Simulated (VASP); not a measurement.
Consider the following.

```
CELL_PARAMETERS angstrom
      0.00000     2.94250     2.94250
      2.94250     0.00000     2.94250
      2.94250     2.94250     0.00000
ATOMIC_POSITIONS crystal
  Pb 0.00000 0.00000 0.00000
  S  0.50000 0.50000 0.50000
```

Calculation: MS2 meta-GGA, VASP's PBE PAW potentials (set 64) (plane waves; VASP 6.6.1). Settings: 520 eV cut-off, 8×8×8 Γ-centred mesh, Gaussian smearing of 0.050 eV, potentials Pb_d S.

**Question.** Give the stress tensor in GPa (positive for a compressed cell).

**Answer.** 
```
1.97  0.00  0.00
0.00  1.97  0.00
0.00  0.00  1.97
```
The pressure is its mean diagonal, 1.97 GPa.

The compound is PbS in the rock salt structure. This cell is one point of a volume scan, at 0.97 of the reference volume.
